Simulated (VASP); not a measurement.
Input:

```xyz
6
Lattice="1.7434 -6.6246 0.0000 1.7434 6.6246 0.0000 0.0000 0.0000 3.5316" Properties=species:S:1:pos:R:3 pbc="T T T"
Ti     1.7434    -5.2665     2.6487
Ti     1.7434     5.2665     0.8829
Si     1.7434    -0.7936     2.6487
Si     1.7434     0.7936     0.8829
Si     1.7434     3.3207     2.6487
Si     1.7434    -3.3207     0.8829
```

All values below come from LDA (Ceperley-Alder, Perdew-Zunger), VASP's LDA PAW potentials (set 64) (plane waves; VASP). Numerical set-up: 400 eV cut-off, 10×10×10 Γ-centred mesh, tetrahedra with Blöchl corrections, potentials Ti_sv Si.

The cores are frozen, which limits the accuracy of field gradients.

### Question
Give the principal components of the electric field gradient (V/Å²) and the asymmetry η at each nucleus.

### Answer

```csv
atom,Vxx,Vyy,Vzz,η
Ti1,8.6,3.8,-12.4,0.39
Ti2,8.6,3.8,-12.4,0.39
Si3,-26.7,-17.0,43.7,0.22
Si4,-26.7,-17.0,43.7,0.22
Si5,10.9,8.3,-19.2,0.14
Si6,10.9,8.3,-19.2,0.14
```

The structure comes from a computed database's TiSi2 entry (Cmcm); how it stands against other phases isn't given here. It was relaxed first.
